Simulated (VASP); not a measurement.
Input of a VASP 6.6.1 run:

Contents of INCAR:

```
SYSTEM = Cu
PREC = Accurate ; ENCUT = 600
EDIFF = 1E-6 ; ISMEAR = 1
SIGMA = 0.1 ; LREAL = .False.
LASPH = .True. ; NELM = 80
ALGO = Normal ; ISIF = 3
LWAVE = .False. ; LCHARG = .False.
GGA = PS ; IBRION = 2
NSW = 90 ; EDIFFG = -0.01
```

KPOINTS

```
Automatic mesh
0
Gamma
  18 18 18
  0 0 0
```

Contents of POSCAR:

```
Cu
1.0
    0.0000000000      1.8075000000      1.8075000000
    1.8075000000      0.0000000000      1.8075000000
    1.8075000000      1.8075000000      0.0000000000
Cu
1
Direct
    0.0000000000      0.0000000000      0.0000000000
```

Potentials or basis: VASP PAW PBE potentials, release 64 (Cu).

Run with:

```sh
$ cat potpaw_PBE.64/Cu/POTCAR > POTCAR
$ mpirun -np 1 vasp_std > vasp.out
```

(1) What does it give for the space group after relaxing (to 0.05 Å)?

(2) What does it give for the band gap on the k mesh?

(3) Predict the relaxed cell.

## Answers

(1) Fm-3m (No. 225).

(2) none (metal or under the smearing width).

(3) a = 2.524 Å, b = 2.524 Å, c = 2.524 Å, α = 60.00°, β = 60.00°, γ = 60.00°.
